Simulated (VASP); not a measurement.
MoS2, 9 atoms in the cell. The cell holds a slab with vacuum, 9 atoms: a = 3.150 Å, b = 3.150 Å, c = 33.454 Å, α = 90.00°, β = 90.00°, γ = 120.00°. 

```yaml
Program: VASP 6.6.1
Task: band structure
Functional: PBE
Dispersion: D3(BJ)
Potentials_or_basis: VASP PAW PBE potentials, release 64 (S, Mo_sv)
Cutoff: 520 eV
k_mesh: 12 × 12 × 1
Occupations: gaussian, width 0.03 eV
Spin: spin-orbit coupling, no magnetisation
Dipole_correction: yes
Further_INCAR_settings: ALGO = Normal; EDIFF = 1e-06; NBANDS = 99
```

Potentials or basis: VASP PAW PBE potentials, release 64 (S, Mo_sv).

Launch:

```console
$ cat potpaw_PBE.64/S/POTCAR potpaw_PBE.64/Mo_sv/POTCAR > POTCAR
$ mpirun -np 4 vasp_ncl > vasp.out
```

Hardware: 4 MPI ranks on Intel(R) Xeon(R) Platinum 8488C (Sapphire Rapids), with other jobs on the host.

Q: How long does it take, and how much memory?

A: Run time: 32 min on 4 MPI ranks on Intel(R) Xeon(R) Platinum 8488C (Sapphire Rapids), with other jobs on the host, peak memory 2.4 GiB a rank. Counts: scf iterations 54, k points 31.
